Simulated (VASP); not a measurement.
Calculation: PBE GGA, VASP's PBE PAW potentials (set 64) (plane waves; VASP).

A VASP calculation is set up with these files.

### INCAR
```
# general
SYSTEM  = KZnF3
PREC    = Accurate
ENCUT   = 520   # plane-wave cut-off (eV)
LREAL   = F
LASPH   = T   # aspherical one-centre terms
ICHARG  = 11

# electronic loop
EDIFF   = 1E-7   # SCF stop (eV)
NELM    = 100   # most electronic steps
ALGO    = Normal   # blocked Davidson
LMAXMIX = 4

# smearing
ISMEAR  = 0
SIGMA   = 0.05   # width (eV)

# functional
GGA     = PE   # PBE

# output
LWAVE   = F
LCHARG  = F
LORBIT  = 11   # lm-projected
```

KPOINTS:
```
k-points along high-symmetry lines
15
Line-mode
Reciprocal
  0.000000   0.000000   0.000000 ! GAMMA
  0.000000   0.500000   0.000000 ! X

  0.000000   0.500000   0.000000 ! X
  0.500000   0.500000   0.000000 ! M

  0.500000   0.500000   0.000000 ! M
  0.000000   0.000000   0.000000 ! GAMMA

  0.000000   0.000000   0.000000 ! GAMMA
  0.500000   0.500000   0.500000 ! R

  0.500000   0.500000   0.500000 ! R
  0.000000   0.500000   0.000000 ! X

  0.500000   0.500000   0.500000 ! R
  0.500000   0.500000   0.000000 ! M
```

File POSCAR:
```
KZnF3
1
    4.1288031458     0.0000000000     0.0000000000
    0.0000000000     4.1288031458     0.0000000000
    0.0000000000     0.0000000000     4.1288031458
K Zn F
1 1 3
Direct
  0.0000000000   0.0000000000   0.0000000000
  0.5000000000   0.5000000000   0.5000000000
  0.5000000000   0.0000000000   0.5000000000
  0.0000000000   0.5000000000   0.5000000000
  0.5000000000   0.5000000000   0.0000000000
```

POTCAR, in this order: K_sv Zn F (PBE.64 set). Program: vasp_std. Read from the step before: CHGCAR.

Problem. What will the output report for the number of irreducible k-points (NKPTS), number of bands (NBANDS), largest plane-wave count, number of space-group operations, FFT grid (NGX, NGY, NGZ)?

Solution. 
* **number of irreducible k-points (NKPTS)**: 90
* **number of bands (NBANDS)**: 25
* **largest plane-wave count**: 1924
* **number of space-group operations**: 48
* **FFT grid (NGX, NGY, NGZ)**: 32 × 32 × 32

The compound is KZnF3 in the cubic perovskite structure. It was relaxed first, which changed the volume by +6 %.
